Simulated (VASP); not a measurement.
The input files of a VASP run:

INCAR:
```
# general
SYSTEM  = GaN
PREC    = Accurate
ENCUT   = 620   # plane-wave cut-off (eV)
LREAL   = .False.
LASPH   = .True.   # aspherical one-centre terms

# electronic loop
EDIFF   = 1E-6
NELM    = 100   # most electronic steps
ALGO    = Normal   # blocked Davidson
LMAXMIX = 4   # l cut-off of mixed one-centre charges

# smearing
ISMEAR  = 0   # Gaussian
SIGMA   = 0.05

# functional
GGA     = PS

# ions
IBRION  = 2
NSW     = 40
ISIF    = 3
EDIFFG  = -0.02   # ionic stop
PSTRESS = 100   # kbar

# output
LWAVE   = .False.
LCHARG  = .False.
```

### POSCAR
```
GaN
1
    0.0000000000     2.2290639772     2.2290639772
    2.2290639772     0.0000000000     2.2290639772
    2.2290639772     2.2290639772     0.0000000000
Ga N
1 1
Direct
  0.0000000000   0.0000000000   0.0000000000
  0.2500000000   0.2500000000   0.2500000000
```

KPOINTS:
```
Regular mesh
0
Gamma
10 10 10
0 0 0
```

POTCAR, in this order: Ga_d N (PBE.64 set). Program: vasp_std.

Problem. Write an equivalent input for Quantum ESPRESSO's pw.x.

Solution. One equivalent input (not run):
```
&CONTROL
  calculation = 'vc-relax'
  pseudo_dir = './pseudo'
  outdir = './out'
  tprnfor = .true.
  tstress = .true.
  nstep = 40
  forc_conv_thr = 0.00078
/
&SYSTEM
  ibrav = 0
  nat = 2
  ntyp = 2
  ecutwfc = 84
  occupations = 'smearing'
  smearing = 'gaussian'
  degauss = 0.003675
  input_dft = 'pbesol'
/
&ELECTRONS
  conv_thr = 7.3e-08
  electron_maxstep = 100
/
&IONS
/
&CELL
  press = 100
/
ATOMIC_SPECIES
  Ga 69.723 Ga.upf
  N 14.007 N.upf
CELL_PARAMETERS angstrom
     0.0000000    2.2290640    2.2290640
     2.2290640    0.0000000    2.2290640
     2.2290640    2.2290640    0.0000000
ATOMIC_POSITIONS crystal
  Ga   0.0000000  0.0000000  0.0000000
  N    0.2500000  0.2500000  0.2500000
K_POINTS automatic
  10 10 10 0 0 0
```
The two are equivalent in intent, not identical: the potentials are each code's own (VASP's PAW set, PseudoDojo norm-conserving files in pw.x), so ENCUT and ecutwfc are chosen apart and not converted; conv_thr bounds pw.x's estimated SCF error, while EDIFF bounds the energy change between steps; forc_conv_thr acts on force components and is met together with etot_conv_thr.

The structure was generated: GaN was put into the zinc blende type (F-43m), which need not be its known phase. This run relaxes it under an external pressure of 10 GPa. Symmetry was kept, so distortions that lower it aren't found.
